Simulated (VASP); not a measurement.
Output of a VASP run:

File OSZICAR:
```
...
DAV:   5     0.646740959975E+00   -0.23434E-05   -0.63718E-05  6912   0.950E-02    0.123E-01
DAV:   6     0.646742756426E+00    0.17965E-05   -0.58070E-06  5318   0.296E-02    0.230E-02
DAV:   7     0.646742671972E+00   -0.84454E-07   -0.20356E-07  2648   0.640E-03
   8 F= 0.64674267E+00 E0= 0.64680450E+00  d E =0.430735E-03
       N       E                     dE             d eps       ncg     rms          rms(c)
DAV:   1     0.615579641436E+00   -0.31163E-01   -0.11590E+00  5520   0.122E+01    0.947E-01
DAV:   2     0.634484866764E+00    0.18905E-01   -0.28880E-02  6436   0.311E+00    0.614E-01
DAV:   3     0.646023685615E+00    0.11539E-01   -0.12505E-02  5922   0.291E+00    0.115E-01
DAV:   4     0.645879895139E+00   -0.14379E-03   -0.16093E-03  5582   0.426E-01    0.151E-01
DAV:   5     0.645878935880E+00   -0.95926E-06   -0.47247E-05  6880   0.916E-02    0.907E-02
DAV:   6     0.645879766896E+00    0.83102E-06   -0.29101E-06  5226   0.269E-02
   9 F= 0.64587977E+00 E0= 0.64589679E+00  d E =-.432170E-03
       N       E                     dE             d eps       ncg     rms          rms(c)
DAV:   1     0.645588267357E+00   -0.29067E-03   -0.11109E-02  5510   0.117E+00    0.918E-02
DAV:   2     0.645767409059E+00    0.17914E-03   -0.27091E-04  7016   0.362E-01    0.595E-02
DAV:   3     0.645877988207E+00    0.11058E-03   -0.11929E-04  5930   0.325E-01    0.115E-02
DAV:   4     0.645876239165E+00   -0.17490E-05   -0.18114E-05  5380   0.446E-02    0.160E-02
DAV:   5     0.645876216351E+00   -0.22814E-07   -0.32376E-07  2550   0.780E-03
  10 F= 0.64587622E+00 E0= 0.64587941E+00  d E =-.435721E-03
       N       E                     dE             d eps       ncg     rms          rms(c)
DAV:   1     0.637623619062E+00   -0.82526E-02   -0.22691E-01  5576   0.103E+01    0.525E-01
DAV:   2     0.644647516931E+00    0.70239E-02   -0.15862E-02  5446   0.287E+00    0.208E-01
DAV:   3     0.645848485769E+00    0.12010E-02   -0.35603E-03  6504   0.135E+00    0.637E-02
DAV:   4     0.645939815394E+00    0.91330E-04   -0.19282E-04  5278   0.245E-01    0.184E-02
DAV:   5     0.645940971321E+00    0.11559E-05   -0.20009E-05  6984   0.622E-02    0.152E-02
DAV:   6     0.645940547632E+00   -0.42369E-06   -0.57776E-07  2746   0.124E-02
  11 F= 0.64594055E+00 E0= 0.64592299E+00  d E =0.643313E-04
       N       E                     dE             d eps       ncg     rms          rms(c)
DAV:   1     0.642328321007E+00   -0.36127E-02   -0.94880E-02  5572   0.656E+00    0.346E-01
DAV:   2     0.645335055461E+00    0.30067E-02   -0.68368E-03  5446   0.190E+00    0.135E-01
DAV:   3     0.645832855451E+00    0.49780E-03   -0.14518E-03  6510   0.866E-01    0.436E-02
DAV:   4     0.645863408453E+00    0.30553E-04   -0.79705E-05  5272   0.156E-01    0.121E-02
DAV:   5     0.645862505251E+00   -0.90320E-06   -0.83822E-06  6500   0.388E-02
  12 F= 0.64586251E+00 E0= 0.64585689E+00  d E =-.137111E-04
       N       E                     dE             d eps       ncg     rms          rms(c)
DAV:   1     0.645641517458E+00   -0.22189E-03   -0.60461E-03  5578   0.166E+00    0.861E-02
DAV:   2     0.645831889199E+00    0.19037E-03   -0.42635E-04  5454   0.474E-01    0.338E-02
DAV:   3     0.645863350476E+00    0.31461E-04   -0.92584E-05  6466   0.219E-01    0.111E-02
DAV:   4     0.645864246265E+00    0.89579E-06   -0.51964E-06  5260   0.400E-02
  13 F= 0.64586425E+00 E0= 0.64586263E+00  d E =-.119701E-04
```

**OUTCAR**
```
------------------------ aborting loop because EDIFF is reached ----------------------------------------
  FORCE on cell =-STRESS in cart. coord.  units (eV):
  Direction    XX          YY          ZZ          XY          YZ          ZX
  --------------------------------------------------------------------------------------
  Total        0.0031210      0.0031210     -0.0056993     -0.0000000     -0.0000000      0.0000000
  in kB        0.1821790      0.1821790     -0.3326815     -0.0000000     -0.0000000      0.0000000
  external PRESSURE =       0.0105588 kB  Pullay stress =       0.0000000 kB
  volume of cell :       27.45
      direct lattice vectors                 reciprocal lattice vectors
    -1.634175819  1.634175819  2.569467394     0.000000000  0.305964630  0.194592857
     1.634175819 -1.634175819  2.569467394     0.305964630  0.000000000  0.194592857
     1.634175819  1.634175819 -2.569467394     0.305964630  0.305964630 -0.000000000
 POSITION                                       TOTAL-FORCE (eV/Angst)
 -----------------------------------------------------------------------------------
      0.00000      0.00000      0.00000         0.000000      0.000000      0.000000
 -----------------------------------------------------------------------------------
    total drift:                                0.000000      0.000000      0.000000
  FREE ENERGIE OF THE ION-ELECTRON SYSTEM (eV)
  ---------------------------------------------------
  free  energy   TOTEN  =         0.6458642463 eV

  energy  without entropy=        0.6458593846  energy(sigma->0) =        0.64586263

 reached required accuracy - stopping structural energy minimisation
```
(Selected blocks of OUTCAR.)

**POSCAR**
```
In
1
   -1.6250000000     1.6250000000     2.4750000000
    1.6250000000    -1.6250000000     2.4750000000
    1.6250000000     1.6250000000    -2.4750000000
In
1
Direct
  0.0000000000   0.0000000000   0.0000000000
```

Problem. Write an INCAR and KPOINTS that could have produced this output.

Solution. Several could match; the one computed here: the input of the run itself, optB88-vdW, plane waves, VASP's PBE PAW potentials (set 64).

**INCAR**
```
SYSTEM = In
PREC = Accurate
ENCUT = 520
EDIFF = 1E-6
NELM = 100
ALGO = Normal
LREAL = .FALSE.
LASPH = .TRUE.
ISMEAR = 1
SIGMA = 0.1
GGA = BO
PARAM1 = 0.1833333333
PARAM2 = 0.22
LUSE_VDW = .TRUE.
AGGAC = 0.0
LMAXMIX = 4
LWAVE = .FALSE.
LCHARG = .FALSE.
IBRION = 2
ISIF = 3
NSW = 60
EDIFFG = -0.01
```

KPOINTS:
```
Automatic mesh
0
Gamma
14 14 14
0 0 0
```

POTCAR, in this order: In_d (PBE.64 set). Program: vasp_std.

Energy and stress use the plane-wave basis of the starting cell.

The compound is In in the bct structure. This run relaxes it. Symmetry was kept, so distortions that lower it aren't found.
